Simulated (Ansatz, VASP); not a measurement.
# HfSnSe4 in VASP and in Ansatz

```
Hf Sn Se
1.0
     4.57796    0.00000    0.00000
     0.00000    4.57796    0.00000
     0.00000    0.00000    6.57040
Hf Sn Se
1 1 4
Direct
  0.00000 0.00000 0.00000
  0.50000 0.50000 0.50000
  0.50000 0.00000 0.73387
  0.00000 0.50000 0.26613
  0.50000 0.00000 0.26613
  0.00000 0.50000 0.73387
```

Change from the starting cell: species swapped into the NaYF4 type (P4/mmm, No. 123).

Alike in both runs: task single point; functional PBE; k mesh 4 × 4 × 4; occupations gaussian, width 0.1 eV; no spin polarisation.

```csv
,VASP,Ansatz
version,VASP 6.6.1,Ansatz 0.2.0
potentials or method,"VASP PAW PBE potentials, release 64 (Hf_pv, Sn_d, Se)","scalar-relativistic, plane waves, PAW"
plane-wave cutoff (eV),520,420
valence electrons in the cell,48,104
```

```tsv
	VASP	Ansatz	Ansatz less VASP
gap on the k mesh at the Fermi level (eV)	none	none	-
pressure (GPa)	6.3	6.5	+0.14
largest component of the traceless stress (GPa)	0.53	0.52	-0.007
rms of the force components (eV/Å)	1.046	1.033	-0.0122
```

Atom by atom the forces differ by 0.012 eV/Å (rms over components). A gap of «none» marks a metal or a gap that the smearing closes. With one functional, cell and mesh, what is left measures potentials, basis and numerics. The two sets of potentials don't hold the same shells in valence.

Caveats: forces of over 1 eV/Å show positions far from the minimum, so gaps and moduli don't describe the material at rest. The runs have no spin-orbit coupling, so splittings on Hf are missing.
